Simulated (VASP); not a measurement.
Data:

```
NaF
1.0
    0.00000     2.29641     2.29641
    2.29641     0.00000     2.29641
    2.29641     2.29641     0.00000
Na F
1 1
Direct
  0.00000   0.00000   0.00000
  0.50000   0.50000   0.50000
```

Computed with LDA (Ceperley-Alder, Perdew-Zunger), VASP's LDA PAW potentials (set 64) (plane waves; VASP). Settings: 520 eV cut-off, 10×10×10 Γ-centred mesh, Gaussian smearing of 0.050 eV, potentials Na_pv F.

**Question.** Give the stress tensor in GPa (positive for a compressed cell).

**Answer.** 
```
-3.26   0.00   0.00
 0.00  -3.26   0.00
 0.00   0.00  -3.26
```
The pressure is its mean diagonal, -3.26 GPa.

The compound is NaF in the rock salt structure. This cell is one point of a volume scan, at 1.06 of the reference volume.
